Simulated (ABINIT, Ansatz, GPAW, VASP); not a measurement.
One calculation of GaGe, 5 ways

```
Ge Ga
1.0
     0.00000    2.89784    2.89784
     2.89784    0.00000    2.89784
     2.89784    2.89784    0.00000
Ge Ga
1 1
Cartesian
  0.0000 0.0000 0.0000
  1.4489 1.4489 1.4489
```

The cell comes from a database or a generator and needn't be the stable form of this composition.

Alike in all runs: task single point; functional PBE; k mesh 8 × 8 × 8; occupations fermi-dirac, width 0.05 eV; no spin polarisation; no spin-orbit coupling. Pressure is positive in compression and, in plane waves, holds the error of the finite cutoff, which Ansatz's Pulay term estimates and takes out.

```tsv
program and potentials	plane-wave cutoff (eV)	notes	band gap (eV)	pressure (GPa)
VASP, PBE PAW files Ga_d, Ge_d, 520 eV	520	13.5 valence electrons an atom on average	?	?
GPAW, GPAW PAW data sets (gpaw-data 1.2.1)	600	3.5 valence electrons an atom on average	no gap	0.81
ABINIT, JTH PAW PBE v2.0	599	13.5 valence electrons an atom on average	no gap	0.01
Ansatz, all-electron LAPW, scalar-relativistic	-	-	no gap	0.24
Ansatz, Ansatz PAW (earlier soft set)	420	13.5 valence electrons an atom on average; Pulay term of +0.03 GPa included	no gap	0.24
```

Question: Estimate from the other rows what the run with VASP, PBE PAW files Ga_d, Ge_d, 520 eV gave.

Answer: No band gap; pressure 0.28 GPa. The other rows, which needn't bracket it: pressure 0.01 to 0.81.
